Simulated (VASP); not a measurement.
A convergence study with VASP on BeTe (zinc blende): one setting is varied, all else stays as given below, so the limit is that of these other settings. Each run relaxes cell and ions; the cell shown is the tightest run's result. The basis is that of the starting cell, so low cut-offs carry a Pulay error.

```yaml
crystal:
  lattice:
    - [0.00000, 2.83430, 2.83430]
    - [2.83430, 0.00000, 2.83430]
    - [2.83430, 2.83430, 0.00000]
  atoms:
    - { symbol: Be, position: [0.00000, 0.00000, 0.00000] }
    - { symbol: Te, position: [0.25000, 0.25000, 0.25000] }
```

Computed with PBE GGA, VASP's PBE PAW potentials (set 64) (plane waves; VASP). The tightest run used: 700 eV cut-off, 7×7×7 Γ-centred mesh, Gaussian smearing of 0.050 eV, potentials Be Te.

The reference is ENCUT = 700, which took about 70 core-seconds. Times come from single runs on busy shared machines, so they are rough: good to a factor of about 2.

Problem. Of the settings ENCUT = 150; ENCUT = 200; ENCUT = 250; ENCUT = 300; ENCUT = 350; ENCUT = 400; ENCUT = 450; ENCUT = 500; ENCUT = 550; ENCUT = 600; ENCUT = 650; ENCUT = 700, which is the lowest that keeps the difference from the reference in relaxed volume (Å³/atom) within 0.05 from there on, and what does it cost?

Solution. ENCUT = 250; its cost over the reference is about 1/3.
| setting | difference in relaxed volume (Å³/atom) | cost over the reference |
|---|---|---|
| ENCUT = 150 | 0.335 | about 1/4 |
| ENCUT = 200 | 0.111 | about 1/4 |
| ENCUT = 250 | 0.015 | about 1/3 |
| ENCUT = 300 | 0.004 | about 1/3 |
| ENCUT = 350 | 0.001 | about 1/3 |
| ENCUT = 400 | 0.003 | about 1/2 |
| ENCUT = 450 | 0.002 | about 1/2 |
| ENCUT = 500 | 0.000 | within a factor of 2 |
| ENCUT = 550 | 0.000 | within a factor of 2 |
| ENCUT = 600 | 0.000 | within a factor of 2 |
| ENCUT = 650 | 0.000 | within a factor of 2 |
| ENCUT = 700 | 0.000 | reference |

Left out are rungs that failed or repeat a setting and relaxations that didn't move; long series are thinned to 24 rows.

The compound is BeTe in the zinc blende structure.
